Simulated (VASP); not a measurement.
Computed with PBE GGA, VASP's PBE PAW potentials (set 64) (plane waves; VASP).

VASP ran on this input.

### POSCAR
```
Si2Ni
1
    0.0000000000     2.7030000000     2.7030000000
    2.7030000000     0.0000000000     2.7030000000
    2.7030000000     2.7030000000     0.0000000000
Si Ni
2 1
Direct
  0.2500000000   0.2500000000   0.2500000000
  0.7500000000   0.7500000000   0.7500000000
  0.0000000000   0.0000000000   0.0000000000
```

File KPOINTS:
```
Automatic
0
Gamma
2 2 2
0 0 0
```

**INCAR**
```
! general
SYSTEM  = Si2Ni
PREC    = Accurate
ENCUT   = 300   ! plane-wave cut-off (eV)
LREAL   = .FALSE.   ! projection in real space or not
LASPH   = .TRUE.   ! aspherical one-centre terms

! electronic loop
EDIFF   = 1E-6   ! SCF stop (eV)
NELM    = 100   ! most electronic steps
ALGO    = Normal
LMAXMIX = 4   ! l cut-off of mixed one-centre charges

! smearing
ISMEAR  = 0   ! Gaussian
SIGMA   = 0.05

! functional
GGA     = PE

! spin
ISPIN   = 2
MAGMOM  = 2*0.0 2.0

! ions
ISIF    = 2

! output
LWAVE   = .FALSE.
LCHARG  = .FALSE.
LORBIT  = 11   ! lm-projected
```

POTCAR, in this order: Si Ni (PBE.64 set). Program: vasp_std.

At this cut-off the stress carries a Pulay error, which pulls relaxed volumes low. Gaps are read on the run's mesh, which can miss a band edge.

Task: Estimate the energy per atom (σ→0), cell moment, pressure, band gap (on the k-mesh).

Result: 
```json
{
 "energy per atom (σ→0)": "-5.402 eV/atom",
 "cell_moment": "0.00 μB",
 "band gap (on the k-mesh)": "none (metal, semimetal or under 0.01 eV)",
 "pressure": "48.7 kbar"
}
```

**OSZICAR**
```
...
DAV:  10    -0.162063486013E+02   -0.19240E-02   -0.65115E-03   226   0.122E+00    0.389E-01
DAV:  11    -0.162069936790E+02   -0.64508E-03   -0.95656E-04   206   0.473E-01    0.194E-01
DAV:  12    -0.162072521873E+02   -0.25851E-03   -0.64904E-04   186   0.319E-01    0.512E-02
DAV:  13    -0.162073083845E+02   -0.56197E-04   -0.65408E-05   212   0.102E-01    0.137E-02
DAV:  14    -0.162073207561E+02   -0.12372E-04   -0.95039E-06   174   0.335E-02    0.934E-03
DAV:  15    -0.162073257719E+02   -0.50158E-05   -0.66190E-06   168   0.228E-02    0.511E-03
DAV:  16    -0.162073258463E+02   -0.74417E-07   -0.26942E-07   120   0.491E-03
   1 F= -.16207326E+02 E0= -.16207326E+02  d E =-.332505E-07  mag=     0.0000
```

The structure comes from a measured Si2Ni entry (Fm-3m) of the Crystallography Open Database, whose conditions weren't checked. The cell was not relaxed at this level. The k-mesh is coarse (spacing up to 1.01 per Å, 2π included), so the numbers may not be converged in it. The run is one of a series of settings (KPOINTS 2×2×2 Γ-centred mesh against the base run), some of them coarse on purpose.
